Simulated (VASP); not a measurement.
An input for Quantum ESPRESSO's pw.x (written as the equivalent of a VASP run, and not itself run):

```
&CONTROL
  calculation = 'vc-relax'
  pseudo_dir = './pseudo'
  outdir = './out'
  tprnfor = .true.
  tstress = .true.
  nstep = 30
  forc_conv_thr = 0.00039
/
&SYSTEM
  ibrav = 0
  nat = 3
  ntyp = 2
  ecutwfc = 84
  occupations = 'smearing'
  smearing = 'gaussian'
  degauss = 0.003675
  input_dft = 'vdw-df2'
/
&ELECTRONS
  conv_thr = 7.3e-09
  electron_maxstep = 100
/
&IONS
/
&CELL
  cell_dofree = 'shape'
/
ATOMIC_SPECIES
  Mg 24.305 Mg.upf
  I 126.904 I.upf
CELL_PARAMETERS angstrom
     2.1686314   -3.7561793    0.0000000
     2.1686314    3.7561793    0.0000000
     0.0000000    0.0000000    7.1088702
ATOMIC_POSITIONS crystal
  Mg   0.0000000  0.0000000  0.0000000
  I    0.3333330  0.6666670  0.2408372
  I    0.6666670  0.3333330  0.7591628
K_POINTS automatic
  6 6 3 0 0 0
```

**Question.** Write the VASP files for the same calculation (vdW-DF2).

**Answer.** Several could match; the one computed here: 
**INCAR**
```
# general
SYSTEM    =  MgI2
PREC      =  Accurate
ENCUT     =  520   # plane-wave cut-off (eV)
LREAL     =  F   # projection in real space or not
LASPH     =  T

# electronic loop
EDIFF     =  1E-7
NELM      =  100   # most electronic steps
ALGO      =  Normal
LMAXMIX   =  4   # l cut-off of mixed one-centre charges

# smearing
ISMEAR    =  0
SIGMA     =  0.05   # width (eV)

# functional
GGA       =  ML
LUSE_VDW  =  T
AGGAC     =  0.0
ZAB_VDW   =  -1.8867

# ions
IBRION    =  2
NSW       =  30   # most ionic steps
ISIF      =  4   # ions and shape, fixed volume
EDIFFG    =  -0.01   # ionic stop

# output
LWAVE     =  F
LCHARG    =  F
```

### KPOINTS
```
kpoints
0
G
  6 6 3
0 0 0
```

**POSCAR**
```
MgI2
1.0
  2.1686314308  -3.7561793463   0.0000000000
  2.1686314308   3.7561793463   0.0000000000
  0.0000000000   0.0000000000   7.1088701610
Mg I
1 2
Cart
  0.0000000000   0.0000000000   0.0000000000
  2.1686314308   1.2520622862   1.7120803208
  2.1686314308  -1.2520622862   5.3967898402
```

POTCAR, in this order: Mg I (PBE.64 set). Program: vasp_std.

What does not carry over: the potentials are each code's own (VASP's PAW set, PseudoDojo norm-conserving files in pw.x), so ENCUT and ecutwfc are chosen apart and not converted; conv_thr bounds pw.x's estimated SCF error, while EDIFF bounds the energy change between steps; forc_conv_thr acts on force components and is met together with etot_conv_thr.

The compound is MgI2 in the 1T layered structure. This cell is one point of a volume scan, at 1.03 of the reference volume. Symmetry was kept, so distortions that lower it aren't found.
